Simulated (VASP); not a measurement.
Given:

```
MoTe2
1.0
    1.73769    -3.00977     0.00000
    1.73769     3.00977     0.00000
    0.00000     0.00000    13.74351
Te Mo
4 2
Cartesian
  1.73769   1.00326  12.10624
  1.73769  -1.00326   5.23449
  1.73769  -1.00326   1.63727
  1.73769   1.00326   8.50902
  1.73769   1.00326   3.43588
  1.73769  -1.00326  10.30763
```

Level of theory: LDA (Ceperley-Alder, Perdew-Zunger), VASP's LDA PAW potentials (set 64) (plane waves; VASP). Settings: 500 eV cut-off, 7×7×2 Γ-centred mesh, Gaussian smearing of 0.050 eV, potentials Te Mo_sv.

Q: Predict the energy per atom (σ→0).

A: 
```yaml
energy per atom (σ→0): -6877 meV/atom
```

The absolute energy has meaning only against runs of the same code, potentials and settings.

The compound is MoTe2 in the 2H layered structure. It was relaxed first.
